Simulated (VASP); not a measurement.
VASP input:

INCAR:
```
SIGMA=0.05   # width (eV)
ISMEAR=0   # Gaussian
NSW=60
LWAVE=F
LASPH=T   # aspherical one-centre terms
LREAL=F   # projection in real space or not
IBRION=2   # conjugate gradients
SYSTEM=SiC
ENCUT=520   # plane-wave cut-off (eV)
NELM=100   # most electronic steps
EDIFFG=-0.02
ALGO=Normal   # blocked Davidson
EDIFF=1E-6   # SCF stop (eV)
PREC=Accurate
ISIF=3   # ions, shape and volume
LCHARG=F
```

POSCAR:
```
SiC
1
    3.0639119773     0.0000000000     0.0000000000
    0.0000000000     3.0639119773    -0.0000000000
    0.0000000000    -0.0000000000     4.3295926339
Si C
2 2
Direct
  0.0000000000   0.0000000000   0.0000000000
  0.5000000000   0.5000000000   0.5000000000
  0.5000000000   0.0000000000   0.2500000000
  0.0000000000   0.5000000000   0.7500000000
```

**KPOINTS**
```
K-points
0
Gamma
  7 7 5
0 0 0
```

POTCAR, in this order: Si C (LDA.64 set). Program: vasp_std.

Q: Write an equivalent input for Quantum ESPRESSO's pw.x.

A: One equivalent input (not run):
```
&CONTROL
  calculation = 'vc-relax'
  pseudo_dir = './pseudo'
  outdir = './out'
  tprnfor = .true.
  tstress = .true.
  nstep = 60
  forc_conv_thr = 0.00078
/
&SYSTEM
  ibrav = 0
  nat = 4
  ntyp = 2
  ecutwfc = 82
  occupations = 'smearing'
  smearing = 'gaussian'
  degauss = 0.003675
  input_dft = 'pz'
/
&ELECTRONS
  conv_thr = 7.3e-08
  electron_maxstep = 100
/
&IONS
/
&CELL
/
ATOMIC_SPECIES
  Si 28.085 Si.upf
  C 12.011 C.upf
CELL_PARAMETERS angstrom
     3.0639120    0.0000000    0.0000000
     0.0000000    3.0639120   -0.0000000
     0.0000000   -0.0000000    4.3295926
ATOMIC_POSITIONS crystal
  Si   0.0000000  0.0000000  0.0000000
  Si   0.5000000  0.5000000  0.5000000
  C    0.5000000  0.0000000  0.2500000
  C    0.0000000  0.5000000  0.7500000
K_POINTS automatic
  7 7 5 0 0 0
```
Limits of the translation: the potentials are each code's own (VASP's PAW set, PseudoDojo norm-conserving files in pw.x), so ENCUT and ecutwfc are chosen apart and not converted; conv_thr bounds pw.x's estimated SCF error, while EDIFF bounds the energy change between steps; forc_conv_thr acts on force components and is met together with etot_conv_thr.

The compound is SiC in the zinc blende structure. It was relaxed first. The start is the result of an earlier pass.
